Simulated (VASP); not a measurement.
Output of a VASP run:

OUTCAR:
```
 ion  position               nearest neighbor table
   1  0.497  0.532  0.488-   2 2.34   2 2.36   2 2.42   2 2.44   2 2.56   2 2.58   2 2.63   2 2.65
  LATTYP: Found a simple cubic cell.
 ALAT       =     2.8800000000
 Subroutine PRICEL returns:
 Original cell was already a primitive cell.
 Subroutine GETGRP returns: Found  1 space group operations
The static configuration has the point symmetry C_1 .
The dynamic configuration has the point symmetry C_1 .
 Subroutine INISYM returns: Found  1 space group operations
 Subroutine IBZKPT returns following result:
 Found    365 irreducible k-points:

 Following reciprocal coordinates:
            Coordinates               Weight
  0.000000  0.000000  0.000000      1.000000
  0.111111  0.000000  0.000000      2.000000
  0.000000  0.111111  0.000000      2.000000
  0.000000  0.000000  0.111111      2.000000
  0.222222  0.000000  0.000000      2.000000
  0.000000  0.222222  0.000000      2.000000
  0.000000  0.000000  0.222222      2.000000
  0.333333  0.000000  0.000000      2.000000
  0.000000  0.333333  0.000000      2.000000
  0.000000  0.000000  0.333333      2.000000
  0.444444  0.000000  0.000000      2.000000
  0.000000  0.444444  0.000000      2.000000
  0.000000  0.000000  0.444444      2.000000
  0.111111  0.111111  0.000000      2.000000
  0.000000  0.111111  0.111111      2.000000
  0.111111  0.000000  0.111111      2.000000
 -0.111111  0.111111  0.000000      2.000000
 -0.111111  0.000000  0.111111      2.000000
  0.000000 -0.111111  0.111111      2.000000
  0.222222  0.111111  0.000000      2.000000
  0.000000  0.222222  0.111111      2.000000
  0.111111  0.000000  0.222222      2.000000
 -0.111111  0.222222  0.000000      2.000000
 -0.222222  0.000000  0.111111      2.000000
  0.000000  0.111111  0.222222      2.000000
  0.000000 -0.222222  0.111111      2.000000
 -0.111111  0.000000  0.222222      2.000000
  0.222222  0.000000  0.111111      2.000000
  0.000000 -0.111111  0.222222      2.000000
  0.222222 -0.111111  0.000000      2.000000
  0.111111  0.222222  0.000000      2.000000
  0.333333  0.111111  0.000000      2.000000
  0.000000  0.333333  0.111111      2.000000
  0.111111  0.000000  0.333333      2.000000
 -0.111111  0.333333  0.000000      2.000000
 -0.333333  0.000000  0.111111      2.000000
  0.000000  0.111111  0.333333      2.000000
  0.000000 -0.333333  0.111111      2.000000
 -0.111111  0.000000  0.333333      2.000000
  0.333333  0.000000  0.111111      2.000000
   k-points           NKPTS =    365   k-points in BZ     NKDIM =    365   number of bands    NBANDS=     15
   number of dos      NEDOS =    301   number of ions     NIONS =      2
   total plane-waves  NPLWV =   4096
   dimension x,y,z NGX =    16 NGY =   16 NGZ =   16
   dimension x,y,z NGXF=    32 NGYF=   32 NGZF=   32
   ions per type =               1   1
   PREC   = accura    normal or accurate (medium, high low for compatibility)
   ISTART =      0    job   : 0-new  1-cont  2-samecut
   ICHARG =      2    charge: 1-file 2-atom 10-const
   ISPIN  =      1    spin polarized calculation?
   LNONCOLLINEAR =      F non collinear calculations
   LSORBIT =      F    spin-orbit coupling
   INIWAV =      1    electr: 0-lowe 1-rand  2-diag
   ENCUT  =  300.0 eV  22.05 Ry    4.70 a.u.   4.07  4.07  4.07*2*pi/ulx,y,z
   NELM   =    100;   NELMIN=  2; NELMDL= -5     # of ELM steps
   EDIFF  = 0.1E-05   stopping-criterion for ELM
   LREAL  =      F    real-space projection
   NLSPLINE    = F    spline interpolate recip. space projectors
   LMAXMIX     =    4 max onsite mixed and CHGCAR
   VOSKOWN=      0    Vosko Wilk Nusair interpolation
   EDIFFG = 0.1E-04   stopping-criterion for IOM
   NSW    =      0    number of steps for IOM
   NBLOCK =      1;   KBLOCK =      1    inner block; outer block
   IBRION =     -1    ionic relax: 0-MD 1-quasi-New 2-CG
   NFREE  =      0    steps in history (QN), initial steepest desc. (CG)
...
```

**OSZICAR**
```
       N       E                     dE             d eps       ncg     rms          rms(c)
DAV:   1     0.750666943684E+02    0.75067E+02   -0.78226E+03 11692   0.186E+03
DAV:   2    -0.926451050971E+01   -0.84331E+02   -0.82615E+02 11342   0.290E+02
DAV:   3    -0.128149869444E+02   -0.35505E+01   -0.35367E+01 12770   0.658E+01
DAV:   4    -0.128612770837E+02   -0.46290E-01   -0.46283E-01 14825   0.695E+00
DAV:   5    -0.128623243493E+02   -0.10473E-02   -0.10473E-02 13220   0.894E-01    0.104E+01
DAV:   6    -0.141977486448E+02   -0.13354E+01   -0.28201E+01 12341   0.672E+01    0.128E+01
DAV:   7    -0.116734571388E+02    0.25243E+01   -0.11744E+01 11258   0.501E+01    0.173E+00
DAV:   8    -0.116525128473E+02    0.20944E-01   -0.30107E-01 13273   0.565E+00    0.695E-01
DAV:   9    -0.116447126644E+02    0.78002E-02   -0.24690E-02 15268   0.234E+00    0.152E-01
DAV:  10    -0.116442748446E+02    0.43782E-03   -0.71124E-04 14339   0.372E-01    0.731E-02
DAV:  11    -0.116442277430E+02    0.47102E-04   -0.94131E-05 14960   0.142E-01    0.165E-02
DAV:  12    -0.116442278078E+02   -0.64833E-07   -0.58716E-06 13026   0.394E-02
   1 F= -.11644228E+02 E0= -.11641105E+02  d E =-.624543E-02
```

**OUTCAR**
```
------------------------ aborting loop because EDIFF is reached ----------------------------------------
  FORCE on cell =-STRESS in cart. coord.  units (eV):
  Direction    XX          YY          ZZ          XY          YZ          ZX
  --------------------------------------------------------------------------------------
  Total       -0.5280117     -0.8540144     -0.5794013     -0.0923641     -0.3333368      0.0377992
  in kB      -35.4141350    -57.2793785    -38.8608775     -6.1949274    -22.3571444      2.5352191
  external PRESSURE =     -43.8514637 kB  Pullay stress =       0.0000000 kB
  volume of cell :       23.89
      direct lattice vectors                 reciprocal lattice vectors
     2.880000000  0.000000000  0.000000000     0.347222222  0.000000000  0.000000000
     0.000000000  2.880000000  0.000000000     0.000000000  0.347222222  0.000000000
     0.000000000  0.000000000  2.880000000     0.000000000  0.000000000  0.347222222
 POSITION                                       TOTAL-FORCE (eV/Angst)
 -----------------------------------------------------------------------------------
      1.43084      1.53304      1.40636         0.125934     -1.086391      0.451673
      0.00916      2.78696      0.03364        -0.125934      1.086391     -0.451673
 -----------------------------------------------------------------------------------
    total drift:                                0.001181     -0.000249      0.001280
  FREE ENERGIE OF THE ION-ELECTRON SYSTEM (eV)
  ---------------------------------------------------
  free  energy   TOTEN  =       -11.6442278078 eV

  energy  without entropy=      -11.6379823797  energy(sigma->0) =      -11.64110509
```
(Selected blocks of OUTCAR.)

File POSCAR:
```
CoGa
1
    2.8800000000     0.0000000000     0.0000000000
    0.0000000000     2.8800000000     0.0000000000
    0.0000000000     0.0000000000     2.8800000000
Ga Co
1 1
Direct
  0.4968180000   0.5323060000   0.4883190000
  0.0031820000  -0.0323060000   0.0116810000
```

Q: Write an INCAR and KPOINTS that could have produced this output.

A: One answer among several that fit: the input of the run itself, PBEsol GGA, plane waves, VASP's PBE PAW potentials (set 64).

**INCAR**
```
SYSTEM = CoGa
PREC = Accurate; ENCUT = 300; LREAL = F
LASPH = T
EDIFF = 1E-6; NELM = 100; ALGO = Normal
LMAXMIX = 4
ISMEAR = 0; SIGMA = 0.1
GGA = PS
ISIF = 2
LWAVE = F; LCHARG = F
```

KPOINTS:
```
K-points
0
Gamma
 9 9 9
0 0 0
```

POTCAR, in this order: Ga_d Co (PBE.64 set). Program: vasp_std.

At this cut-off the stress carries a Pulay error, which pulls relaxed volumes low.

The structure is a typed CoGa crystal. The cell was not relaxed at this level, atoms are displaced from their ideal sites. The run is one of a series of settings (GGA = PS against the base run), some of them coarse on purpose. The run is not spin-polarised, so no magnetic state was tried.
